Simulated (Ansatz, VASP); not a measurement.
## SnSeS in two plane-wave programs

Wanted: the spread between two codes on one cell, functional and k mesh. The cell is taken from a series of runs on this material, whose earlier steps may have relaxed, scaled, displaced or heated it; both programs get it as it stands.

Main program and level: Ansatz 0.2.0; plane waves, with VASP 6.6.1 beside it; zone-centre phonons at PBEsol.

## 1. Set-up

It takes space group P3m1 (No. 156, trigonal). Conventional cell: a = 3.736 Å, b = 3.736 Å, c = 6.190 Å, α = 90.00°, β = 90.00°, γ = 120.00°. Nearest to Sn lie 3 S at 2.60 Å and 3 Se at 2.69 Å. Nearest to Se lie 3 Sn at 2.69 Å. S has 3 Sn at 2.60 Å nearest. Farther neighbours and most contacts between anions are not listed.

Coordinates:

```xyz
3
Lattice="3.7360 0.0000 0.0000 -1.8680 3.2354 0.0000 0.0000 0.0000 6.1903" Properties=species:S:1:pos:R:3 pbc="T T T"
Sn    0.0000    2.1570    0.0480
Se    0.0000    0.0000    4.6361
S     1.8680    1.0785    1.5062
```

## 2. VASP: zone-centre phonons, PBEsol

Second derivatives magnify differences that forces hide, and they need a tight electronic threshold.

Lines of VASP's logs that name or quote its potential files are left out, and so is its time.

Contents of INCAR:

```
SYSTEM = SnSeS
PREC = Accurate
ENCUT = 500
EDIFF = 1E-08
NELM = 120
ISMEAR = 0
SIGMA = 0.01
LREAL = .FALSE.
ALGO = Normal
GGA = PS
NBANDS = 19
LORBIT = 11
LWAVE = .FALSE.
LCHARG = .FALSE.
ISIF = 2
IBRION = 8
LASPH = .TRUE.
GGA_COMPAT = .FALSE.
EFERMI = MIDGAP
KPAR = 2
```

Contents of POSCAR:

```
SnSeS
1.0
    3.7359500500     -0.0000002868      0.0000000000
   -1.8679747767      3.2354277940      0.0000000000
    0.0000000000      0.0000000000      6.1903220595
Sn Se S
1 1 1
Direct
    0.3333333333      0.6666666667      0.0077578982
    0.0000000000      0.0000000000      0.7489331417
    0.6666666667      0.3333333333      0.2433099600
```

Contents of KPOINTS:

```
Automatic mesh
0
Gamma
9 9 4
0 0 0
```

The projector-augmented-wave data sets are Sn_d, Se and S (PBE family, release 64).

On the command line:

```sh
$ mpirun -np 2 vasp_std
```

Numbers of over 12 decimals in the logs are rounded to 6 here.

What it wrote:

```text
[banner, memory and clock lines left out]
running    2 mpi-ranks, on    1 nodes
 distrk:  each k-point on    1 cores,    2 groups
 distr:  one band on    1 cores,    1 groups

 POSCAR found type information on POSCAR SnSeS
 POSCAR found :  3 types and       3 ions
|                                                                             |
|               ----> ADVICE to this user running VASP <----                  |
|                                                                             |
|     You enforced a specific xc type in the INCAR file but a different       |
|     [... a line on the potential file left out ...]
|     I HOPE YOU KNOW WHAT YOU ARE DOING!                                     |
|                                                                             |

 LDA part: xc-table for (Slater+PW92), standard interpolation
 POSCAR, INCAR and KPOINTS ok, starting setup
 FFT: planning ... GRIDC
 FFT: planning ... GRID_SOFT
 FFT: planning ... GRID
 WAVECAR not read
 entering main loop
       N       E                     dE             d eps       ncg     rms          rms(c)
DAV:   1     0.205329556881E+03    0.20533E+03   -0.12414E+04  1643   0.158E+03
DAV:   2     0.104132567196E+02   -0.19492E+03   -0.18853E+03  1686   0.389E+02
DAV:   3    -0.131000335876E+02   -0.23513E+02   -0.23130E+02  2003   0.121E+02
DAV:   4    -0.139337678396E+02   -0.83373E+00   -0.83178E+00  1938   0.238E+01
DAV:   5    -0.139526286652E+02   -0.18861E-01   -0.18859E-01  2301   0.383E+00    0.674E+00
DAV:   6    -0.136175457826E+02    0.33508E+00   -0.70522E-01  2463   0.945E+00    0.458E+00
DAV:   7    -0.135881946813E+02    0.29351E-01   -0.19809E-01  1964   0.316E+00    0.137E+00
DAV:   8    -0.135859905302E+02    0.22042E-02   -0.18479E-02  2137   0.130E+00    0.415E-01
DAV:   9    -0.135860012500E+02   -0.10720E-04   -0.20636E-03  1894   0.327E-01    0.127E-01
DAV:  10    -0.135860086996E+02   -0.74496E-05   -0.27178E-04  2141   0.961E-02    0.560E-02
DAV:  11    -0.135860307450E+02   -0.22045E-04   -0.49577E-05  1775   0.415E-02    0.167E-02
DAV:  12    -0.135860314130E+02   -0.66804E-06   -0.37311E-06  2149   0.141E-02    0.835E-03
DAV:  13    -0.135860326778E+02   -0.12648E-05   -0.17837E-06  1781   0.798E-03    0.248E-03
DAV:  14    -0.135860327759E+02   -0.98039E-07   -0.11816E-07  2144   0.283E-03    0.947E-04
DAV:  15    -0.135860327700E+02    0.58194E-08   -0.55978E-08  1763   0.143E-03
   1 F= -.13586033E+02 E0= -.13586033E+02  d E =0.000000E+00
 Linear response reoptimize wavefunctions to high precision
DAV:   1    -0.135860327718E+02   -0.18017E-08   -0.21707E-09  1808   0.338E-04
DAV:   2    -0.135860327719E+02   -0.59572E-10   -0.22425E-10  1066   0.105E-04
 Linear response DOF=           6
 Linear response progress:
  Degree of freedom:   1/  6
       N       E                     dE             d eps       ncg     rms          rms(c)
RMM:   1    -0.208826514924E+00   -0.20883E+00    0.89057E-01  7345   0.138E+01
RMM:   2    -0.214218666112E+00   -0.53922E-02   -0.14278E-02 11218   0.940E-01    0.836E-02
RMM:   3    -0.214094871281E+00    0.12379E-03   -0.11050E-03 12159   0.238E-01    0.467E-02
RMM:   4    -0.213794398059E+00    0.30047E-03   -0.82607E-05 12445   0.740E-02    0.178E-02
RMM:   5    -0.213704830671E+00    0.89567E-04   -0.12570E-05 12667   0.255E-02    0.587E-03
RMM:   6    -0.213708182045E+00   -0.33514E-05   -0.73465E-07 13193   0.871E-03    0.187E-03
RMM:   7    -0.213714060011E+00   -0.58780E-05   -0.33306E-08 13499   0.307E-03    0.594E-04
RMM:   8    -0.213716578627E+00   -0.25186E-05    0.27247E-07 13320   0.129E-03    0.970E-05
RMM:   9    -0.213716256700E+00    0.32193E-06    0.24243E-07 13864   0.540E-04    0.321E-05
RMM:  10    -0.213716247607E+00    0.90931E-08    0.24921E-08 13364   0.248E-04    0.171E-05
 first order change of Fermi-energy   0.21634E+00
 force on displaced ion       1 direction 1 :  -5.630  -0.000   0.000
 Linear response progress:
  Degree of freedom:   2/  6
       N       E                     dE             d eps       ncg     rms          rms(c)
RMM:   1    -0.224867079426E+00   -0.22487E+00    0.94176E-01  1961   0.143E+01
RMM:   2    -0.228981721733E+00   -0.41146E-02   -0.15501E-02  2967   0.922E-01    0.156E-01
RMM:   3    -0.227975800417E+00    0.10059E-02   -0.11021E-03  3184   0.258E-01    0.891E-02
RMM:   4    -0.227262353248E+00    0.71345E-03   -0.23441E-04  3221   0.101E-01    0.372E-02
RMM:   5    -0.226889313552E+00    0.37304E-03   -0.84774E-05  3242   0.584E-02    0.110E-02
RMM:   6    -0.226876374511E+00    0.12939E-04   -0.90183E-06  3451   0.192E-02    0.525E-03
RMM:   7    -0.226926245694E+00   -0.49871E-04   -0.18150E-06  3268   0.879E-03    0.102E-03
RMM:   8    -0.226919467222E+00    0.67785E-05   -0.22570E-07  3251   0.339E-03    0.623E-04
RMM:   9    -0.226926641546E+00   -0.71743E-05   -0.25768E-08  3250   0.127E-03    0.940E-05
RMM:  10    -0.226925855451E+00    0.78610E-06    0.14321E-07  3546   0.500E-04    0.541E-05
RMM:  11    -0.226926522951E+00   -0.66750E-06    0.10535E-07  3400   0.195E-04    0.109E-05
RMM:  12    -0.226926497279E+00    0.25673E-07    0.11117E-08  3643   0.750E-05    0.763E-06
RMM:  13    -0.226926552575E+00   -0.55297E-07    0.36116E-08  3474   0.320E-05    0.218E-06
RMM:  14    -0.226926557289E+00   -0.47140E-08    0.10599E-08  3649   0.135E-05    0.150E-06
 first order change of Fermi-energy   0.16155E+01
 force on displaced ion       1 direction 3 :   0.000  -0.000 -16.269
 Linear response progress:
  Degree of freedom:   3/  6
       N       E                     dE             d eps       ncg     rms          rms(c)
RMM:   1    -0.791030635791E-01   -0.79103E-01    0.54340E-02 14159   0.141E+00
RMM:   2    -0.790054864976E-01    0.97577E-04   -0.18435E-03 10563   0.274E-01    0.860E-02
RMM:   3    -0.792477917408E-01   -0.24231E-03   -0.25686E-04 12119   0.844E-02    0.444E-02
RMM:   4    -0.795466782759E-01   -0.29889E-03   -0.59777E-05 11970   0.474E-02    0.727E-03
RMM:   5    -0.795584638300E-01   -0.11786E-04   -0.35224E-06 12501   0.117E-02    0.345E-03
RMM:   6    -0.795490513175E-01    0.94125E-05   -0.20924E-07 12553   0.322E-03    0.127E-03
RMM:   7    -0.795504752333E-01   -0.14239E-05   -0.36648E-08 12765   0.972E-04    0.321E-04
RMM:   8    -0.795507819288E-01   -0.30670E-06    0.30320E-08 13084   0.329E-04    0.665E-05
RMM:   9    -0.795505131409E-01    0.26879E-06   -0.10668E-08 12983   0.114E-04    0.147E-05
RMM:  10    -0.795504871809E-01    0.25960E-07   -0.48797E-10 13345   0.316E-05    0.436E-06
RMM:  11    -0.795504778694E-01    0.93115E-08    0.33951E-10 12799   0.134E-05    0.167E-06
 first order change of Fermi-energy  -0.16117E+00
 force on displaced ion       2 direction 1 :  -3.686  -0.000   0.000
 Linear response progress:
  Degree of freedom:   4/  6
       N       E                     dE             d eps       ncg     rms          rms(c)
RMM:   1    -0.100544537185E+00   -0.10054E+00    0.58696E-02  3625   0.154E+00
RMM:   2    -0.989678293548E-01    0.15767E-02   -0.21158E-03  2933   0.252E-01    0.105E-01
RMM:   3    -0.988031290484E-01    0.16470E-03   -0.32012E-04  3158   0.911E-02    0.472E-02
RMM:   4    -0.987872744932E-01    0.15855E-04   -0.48674E-05  3190   0.419E-02    0.234E-02
RMM:   5    -0.988052743362E-01   -0.18000E-04   -0.19443E-05  3138   0.248E-02    0.669E-03
RMM:   6    -0.988061547942E-01   -0.88046E-06   -0.10986E-06  3285   0.641E-03    0.278E-03
RMM:   7    -0.988066810284E-01   -0.52623E-06   -0.97423E-08  3208   0.200E-03    0.518E-04
RMM:   8    -0.988067961680E-01   -0.11514E-06    0.52190E-09  3085   0.699E-04    0.226E-04
RMM:   9    -0.988070381216E-01   -0.24195E-06    0.77923E-08  2985   0.366E-04    0.594E-05
RMM:  10    -0.988069712067E-01    0.66915E-07    0.83084E-08  3463   0.105E-04    0.197E-05
RMM:  11    -0.988069670620E-01    0.41447E-08   -0.81528E-08  3266   0.367E-05    0.527E-06
 first order change of Fermi-energy  -0.10275E+01
 force on displaced ion       2 direction 3 :   0.000  -0.000  -9.374
 Linear response progress:
  Degree of freedom:   5/  6
       N       E                     dE             d eps       ncg     rms          rms(c)
RMM:   1    -0.103160711986E+00   -0.10316E+00    0.26386E-02 14303   0.186E+00
RMM:   2    -0.102487826789E+00    0.67289E-03   -0.23211E-03 10813   0.337E-01    0.120E-01
RMM:   3    -0.102855477657E+00   -0.36765E-03   -0.34488E-04 11848   0.104E-01    0.549E-02
RMM:   4    -0.103209892706E+00   -0.35442E-03   -0.81927E-05 12006   0.538E-02    0.121E-02
RMM:   5    -0.103225224484E+00   -0.15332E-04   -0.58079E-06 12332   0.148E-02    0.590E-03
RMM:   6    -0.103212309810E+00    0.12915E-04   -0.55530E-07 12491   0.436E-03    0.304E-03
RMM:   7    -0.103221398850E+00   -0.90890E-05   -0.61659E-07 12283   0.169E-03    0.444E-04
RMM:   8    -0.103220437560E+00    0.96129E-06    0.18438E-06 13487   0.533E-04    0.137E-04
RMM:   9    -0.103219700233E+00    0.73733E-06    0.35840E-07 12622   0.188E-04    0.469E-05
RMM:  10    -0.103220087165E+00   -0.38693E-06   -0.13049E-08 12899   0.685E-05    0.139E-05
RMM:  11    -0.103220130735E+00   -0.43570E-07    0.43785E-07 13430   0.234E-05    0.536E-06
RMM:  12    -0.103220111982E+00    0.18753E-07    0.11940E-07 12722   0.823E-06    0.835E-07
RMM:  13    -0.103220107943E+00    0.40394E-08    0.27669E-08 10301   0.417E-06    0.125E-07
 first order change of Fermi-energy  -0.10469E+00
 force on displaced ion       3 direction 1 :  -3.279  -0.001  -0.000
 Linear response progress:
  Degree of freedom:   6/  6
       N       E                     dE             d eps       ncg     rms          rms(c)
RMM:   1    -0.125034066377E+00   -0.12503E+00    0.16617E-02  3706   0.195E+00
RMM:   2    -0.122299201956E+00    0.27349E-02   -0.27064E-03  2968   0.301E-01    0.159E-01
RMM:   3    -0.122178649242E+00    0.12055E-03   -0.29459E-04  3135   0.951E-02    0.684E-02
RMM:   4    -0.122213618800E+00   -0.34970E-04   -0.65180E-05  3215   0.484E-02    0.272E-02
RMM:   5    -0.122250305059E+00   -0.36686E-04   -0.15458E-05  3150   0.228E-02    0.830E-03
RMM:   6    -0.122243992921E+00    0.63121E-05   -0.15900E-06  3189   0.723E-03    0.171E-03
RMM:   7    -0.122246396714E+00   -0.24038E-05   -0.83355E-08  3206   0.179E-03    0.832E-04
RMM:   8    -0.122249440985E+00   -0.30443E-05    0.37217E-08  3005   0.841E-04    0.132E-04
RMM:   9    -0.122249001358E+00    0.43963E-06    0.13821E-07  3216   0.309E-04    0.851E-05
RMM:  10    -0.122248689228E+00    0.31213E-06   -0.17665E-07  3193   0.138E-04    0.148E-05
RMM:  11    -0.122248802201E+00   -0.11297E-06   -0.38685E-07  3419   0.456E-05    0.823E-06
RMM:  12    -0.122248793835E+00    0.83664E-08    0.15085E-07  3151   0.198E-05    0.232E-06
RMM:  13    -0.122248800850E+00   -0.70158E-08    0.18509E-09  3591   0.762E-06    0.765E-07
 first order change of Fermi-energy  -0.65091E+00
 force on displaced ion       3 direction 3 :  -0.000   0.000  -8.829
 Linear response finished
```

From OUTCAR (step 2):

```text
ion  position               nearest neighbor table
   1  0.333  0.667  0.008-   3 2.60   3 2.60   3 2.60   2 2.69   2 2.69   2 2.69
   2  0.000  0.000  0.749-   1 2.69   1 2.69   1 2.69
   3  0.667  0.333  0.243-   1 2.60   1 2.60   1 2.60

  LATTYP: Found a hexagonal cell.
 ALAT       =     3.7359500500
 C/A-ratio  =     1.6569606062

 Subroutine GETGRP returns: Found  6 space group operations
 (whereof  6 operations were pure point group operations)

The static configuration has the point symmetry C_3v.

 Found     43 irreducible k-points:

   k-points           NKPTS =     43   k-points in BZ     NKDIM =     43   number of bands    NBANDS=     19

   dimension x,y,z NGX =    28 NGY =   28 NGZ =   48
   dimension x,y,z NGXF=    56 NGYF=   56 NGZF=   96

   ENCUT  =  500.0 eV  36.75 Ry    6.06 a.u.   6.81  6.81 11.29*2*pi/ulx,y,z

   NELECT =      26.0000    total number of electrons

 k-points in reciprocal lattice and weights: Automatic mesh
   0.00000000  0.00000000  0.00000000       0.003
   0.11111111 -0.00000000  0.00000000       0.019
   0.22222222 -0.00000000  0.00000000       0.019
   0.33333333  0.00000000  0.00000000       0.019
   0.44444444 -0.00000000  0.00000000       0.019
   0.11111111  0.11111111  0.00000000       0.019
   0.22222222  0.11111111  0.00000000       0.037
   0.33333333  0.11111111  0.00000000       0.037
   0.44444444  0.11111111  0.00000000       0.019
[...]
0.33333333  0.22222222  0.50000000       0.037
   0.33333333  0.33333333  0.50000000       0.006

 average (electrostatic) potential at core
       1-102.3848       2 -53.1162       3 -86.7335

  Total       -0.0721960     -0.0721960     -0.0590042      0.0000000     -0.0000000     -0.0000000
  in kB       -1.5458879     -1.5458879     -1.2634188      0.0000000     -0.0000000     -0.0000000
  external PRESSURE =      -1.4517315 kB  Pullay stress =       0.0000000 kB

  energy-cutoff  :      500.00
  volume of cell :       74.82
      direct lattice vectors                 reciprocal lattice vectors
     3.735950050 -0.000000287  0.000000000     0.267669543  0.154539056  0.000000000
    -1.867974777  3.235427794  0.000000000     0.000000024  0.309078152  0.000000000
     0.000000000  0.000000000  6.190322059     0.000000000  0.000000000  0.161542484

 POSITION                                       TOTAL-FORCE (eV/Angst)
 -----------------------------------------------------------------------------------
      0.00000      2.15695      0.04802        -0.000000      0.000000      0.017155
      0.00000      0.00000      4.63614         0.000000      0.000000     -0.021049
      1.86798      1.07848      1.50617         0.000000     -0.000000      0.003894
 -----------------------------------------------------------------------------------
    total drift:                               -0.000000     -0.000000     -0.000780

 Eigenvectors and eigenvalues of the dynamical matrix
 ----------------------------------------------------

   1 f  =    9.312830 THz    58.514236 2PiTHz  310.642570 cm-1    38.514753 meV
             X         Y         Z           dx          dy          dz
      0.000000  2.156952  0.048024     0.000000   -0.000000   -0.538901
      0.000000  0.000000  4.636137     0.000000   -0.000000    0.130388
      1.867975  1.078476  1.506167    -0.000000    0.000000    0.832217

   2 f  =    6.563266 THz    41.238216 2PiTHz  218.926984 cm-1    27.143474 meV
             X         Y         Z           dx          dy          dz
      0.000000  2.156952  0.048024     0.000000   -0.000000   -0.439136
      0.000000  0.000000  4.636137     0.000000   -0.000000    0.799597
      1.867975  1.078476  1.506167    -0.000000    0.000000   -0.409639

   3 f  =    5.535212 THz    34.778760 2PiTHz  184.634782 cm-1    22.891785 meV
             X         Y         Z           dx          dy          dz
      0.000000  2.156952  0.048024     0.275191   -0.405587    0.000000
      0.000000  0.000000  4.636137    -0.025145    0.037060   -0.000000
      1.867975  1.078476  1.506167    -0.488750    0.720338    0.000000

   4 f  =    5.535212 THz    34.778760 2PiTHz  184.634782 cm-1    22.891785 meV
             X         Y         Z           dx          dy          dz
      0.000000  2.156952  0.048024     0.405587    0.275191    0.000000
      0.000000  0.000000  4.636137    -0.037060   -0.025145    0.000000
      1.867975  1.078476  1.506167    -0.720338   -0.488750    0.000000

   5 f  =    4.165433 THz    26.172187 2PiTHz  138.943886 cm-1    17.226839 meV
             X         Y         Z           dx          dy          dz
      0.000000  2.156952  0.048024    -0.277268    0.408647   -0.000000
      0.000000  0.000000  4.636137     0.454038   -0.669178   -0.000000
      1.867975  1.078476  1.506167    -0.179475    0.264517   -0.000000

   6 f  =    4.165433 THz    26.172187 2PiTHz  138.943886 cm-1    17.226839 meV
             X         Y         Z           dx          dy          dz
      0.000000  2.156952  0.048024    -0.408647   -0.277268    0.000000
      0.000000  0.000000  4.636137     0.669178    0.454038    0.000000
      1.867975  1.078476  1.506167    -0.264517   -0.179475    0.000000

   7 f/i=    0.000466 THz     0.002930 2PiTHz    0.015556 cm-1     0.001929 meV
             X         Y         Z           dx          dy          dz
      0.000000  2.156952  0.048024    -0.000000   -0.000000    0.718850
      0.000000  0.000000  4.636137    -0.000000   -0.000000    0.586211
      1.867975  1.078476  1.506167    -0.000000   -0.000000    0.373646

   8 f/i=    0.004898 THz     0.030774 2PiTHz    0.163374 cm-1     0.020256 meV
             X         Y         Z           dx          dy          dz
      0.000000  2.156952  0.048024    -0.688469    0.204717   -0.000000
      0.000000  0.000000  4.636137    -0.562225    0.167178   -0.000000
      1.867975  1.078476  1.506167    -0.358718    0.106666   -0.000000

   9 f/i=    0.004898 THz     0.030774 2PiTHz    0.163374 cm-1     0.020256 meV
             X         Y         Z           dx          dy          dz
      0.000000  2.156952  0.048024     0.204717    0.688469    0.000000
      0.000000  0.000000  4.636137     0.167178    0.562225    0.000000
      1.867975  1.078476  1.506167     0.106666    0.358718    0.000000

 ELASTIC MODULI CONTR FROM IONIC RELAXATION (kBar)
 Direction    XX          YY          ZZ          XY          YZ          ZX
 --------------------------------------------------------------------------------
 XX        -174.9345   -159.1508   -401.0129      0.0000     34.2285      0.0000
 YY        -159.1508   -174.9345   -401.0129      0.0000    -34.2285     -0.0000
 ZZ        -401.0129   -401.0129   -962.8210      0.0000     -0.0000     -0.0000
 XY           0.0000      0.0000      0.0000     -7.8918     -0.0000     42.5060
 YZ          34.2285    -34.2285     -0.0000     -0.0000   -236.5841      0.0000
 ZX           0.0000     -0.0000     -0.0000     42.5060      0.0000   -376.3187
 --------------------------------------------------------------------------------
```

(Continued in part 2 of 2.)

[Lines on the potential files, build, host, timing and source positions are cut from VASP's logs without a mark.]

[Logs are printed without paths, hosts, clocks, repeated set-up lines and the standing remarks that a program may print on its own settings, such as how far it seeks lower states.]

[Hosts, paths, dates, database ids (printed as entryN), source tags and the programs' standing remarks are cut or masked in the printed files.]
